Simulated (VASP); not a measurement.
These are PBE GGA, VASP's PBE PAW potentials (set 64) (plane waves; VASP) values and carry that method's errors.

A VASP calculation is set up with these files.

### POSCAR
```
LiF
1
    0.0000000000     2.0277431141     2.0277431141
    2.0277431141     0.0000000000     2.0277431141
    2.0277431141     2.0277431141     0.0000000000
Li F
1 1
Direct
  0.0000000000   0.0000000000   0.0000000000
  0.5000000000   0.5000000000   0.5000000000
```

**INCAR**
```
ALGO = Normal
EDIFF = 1E-6
ENCUT = 520
GGA = PE
ICHARG = 11
ISMEAR = 0
LASPH = .True.
LCHARG = .False.
LREAL = .False.
LWAVE = .False.
NELM = 100
PREC = Accurate
SIGMA = 0.05
SYSTEM = LiF
```

File KPOINTS:
```
k-points along high-symmetry lines
15
Line-mode
Reciprocal
  0.000000   0.000000   0.000000 ! GAMMA
  0.500000   0.000000   0.500000 ! X

  0.500000   0.000000   0.500000 ! X
  0.625000   0.250000   0.625000 ! U

  0.375000   0.375000   0.750000 ! K
  0.000000   0.000000   0.000000 ! GAMMA

  0.000000   0.000000   0.000000 ! GAMMA
  0.500000   0.500000   0.500000 ! L

  0.500000   0.500000   0.500000 ! L
  0.500000   0.250000   0.750000 ! W

  0.500000   0.250000   0.750000 ! W
  0.500000   0.000000   0.500000 ! X
```

POTCAR, in this order: Li_sv F (PBE.64 set). Program: vasp_std. Read from the step before: CHGCAR.

Output

File OUTCAR:
```
 ion  position               nearest neighbor table
   1  0.000  0.000  0.000-   2 2.03   2 2.03   2 2.03   2 2.03   2 2.03   2 2.03
   2  0.500  0.500  0.500-   1 2.03   1 2.03   1 2.03   1 2.03   1 2.03   1 2.03
  LATTYP: Found a face centered cubic cell.
 ALAT       =     4.0554862282
 Subroutine PRICEL returns:
 Original cell was already a primitive cell.
 Subroutine GETGRP returns: Found 48 space group operations
The static configuration has the point symmetry O_h .
The dynamic configuration has the point symmetry O_h .
 Subroutine INISYM returns: Found 48 space group operations
   k-points           NKPTS =     90   k-points in BZ     NKDIM =     90   number of bands    NBANDS=      9
   number of dos      NEDOS =    301   number of ions     NIONS =      2
   total plane-waves  NPLWV =  13824
   dimension x,y,z NGX =    24 NGY =   24 NGZ =   24
   dimension x,y,z NGXF=    48 NGYF=   48 NGZF=   48
   ions per type =               1   1
   PREC   = accura    normal or accurate (medium, high low for compatibility)
   ISTART =      0    job   : 0-new  1-cont  2-samecut
   ICHARG =     11    charge: 1-file 2-atom 10-const
   ISPIN  =      1    spin polarized calculation?
   LNONCOLLINEAR =      F non collinear calculations
   LSORBIT =      F    spin-orbit coupling
   INIWAV =      1    electr: 0-lowe 1-rand  2-diag
   ENCUT  =  520.0 eV  38.22 Ry    6.18 a.u.   5.33  5.33  5.33*2*pi/ulx,y,z
   NELM   =    100;   NELMIN=  2; NELMDL= -5     # of ELM steps
   EDIFF  = 0.1E-05   stopping-criterion for ELM
   LREAL  =      F    real-space projection
   NLSPLINE    = F    spline interpolate recip. space projectors
   LMAXMIX     =    2 max onsite mixed and CHGCAR
   VOSKOWN=      0    Vosko Wilk Nusair interpolation
   EDIFFG = 0.1E-04   stopping-criterion for IOM
   NSW    =      0    number of steps for IOM
   NBLOCK =      1;   KBLOCK =      1    inner block; outer block
   IBRION =     -1    ionic relax: 0-MD 1-quasi-New 2-CG
   NFREE  =      0    steps in history (QN), initial steepest desc. (CG)
   ISIF   =      2    stress and relaxation
   ISYM   =      2    0-nonsym 1-usesym 2-fastsym
   TEIN   =    0.0    initial temperature
   TEBEG  =    0.0;   TEEND  =   0.0 temperature during run
...
```

OSZICAR:
```
       N       E                     dE             d eps       ncg     rms          rms(c)
DAV:   1     0.327907709302E+02    0.32791E+02   -0.56231E+03  1725   0.113E+03
DAV:   2    -0.839974843983E+01   -0.41191E+02   -0.40246E+02  1756   0.205E+02
DAV:   3    -0.938968703601E+01   -0.98994E+00   -0.98810E+00  2317   0.310E+01
DAV:   4    -0.939839169982E+01   -0.87047E-02   -0.87013E-02  2058   0.247E+00
DAV:   5    -0.939844189499E+01   -0.50195E-04   -0.50195E-04  2145   0.130E-01
DAV:   6    -0.939844263563E+01   -0.74064E-06   -0.74065E-06  2053   0.107E-02
   1 F= -.93984426E+01 E0= -.93984426E+01  d E =-.454693E-21
```

OUTCAR:
```
 val. band max:       -1.1393951665   @ k =   0.0536   0.0536   0.1071

 cond. band min:       7.7680061897   @ k =   0.0000   0.0000   0.0000



 k-point     1 :       0.0000    0.0000    0.0000
  band No.  band energies     occupation
      1     -42.1072      2.00000
      2     -21.0595      2.00000
      3      -1.1404      2.00000
      4      -1.1404      2.00000
      5      -1.1404      2.00000
      6       7.7680      0.00000
      7      22.5572      0.00000
      8      22.5597      0.00000
      9      22.7662      0.00000

 k-point     2 :       0.0357    0.0000    0.0357
  band No.  band energies     occupation
      1     -42.1063      2.00000
      2     -21.0526      2.00000
      3      -1.1739      2.00000
      4      -1.1530      2.00000
      5      -1.1530      2.00000
      6       7.8230      0.00000
      7      21.9340      0.00000
      8      21.9439      0.00000
      9      22.4470      0.00000

 k-point     3 :       0.0714    0.0000    0.0714
  band No.  band energies     occupation
      1     -42.1036      2.00000
      2     -21.0326      2.00000
      3      -1.2729      2.00000
      4      -1.1901      2.00000
      5      -1.1901      2.00000
      6       7.9825      0.00000
      7      21.2486      0.00000
      8      21.2641      0.00000
      9      21.7565      0.00000

 k-point     4 :       0.1071    0.0000    0.1071
  band No.  band energies     occupation
      1     -42.0994      2.00000
      2     -21.0003      2.00000
      3      -1.4339      2.00000
      4      -1.2496      2.00000
      5      -1.2496      2.00000
      6       8.2418      0.00000
      7      20.6630      0.00000
      8      20.6667      0.00000
      9      20.7876      0.00000

 k-point     5 :       0.1429    0.0000    0.1429
  band No.  band energies     occupation
      1     -42.0939      2.00000
      2     -20.9563      2.00000
      3      -1.6507      2.00000
      4      -1.3283      2.00000
...
```

The density is held fixed in this step, so its total energy and stress have no physical meaning.

The compound is LiF in the rock salt structure. It was relaxed first.
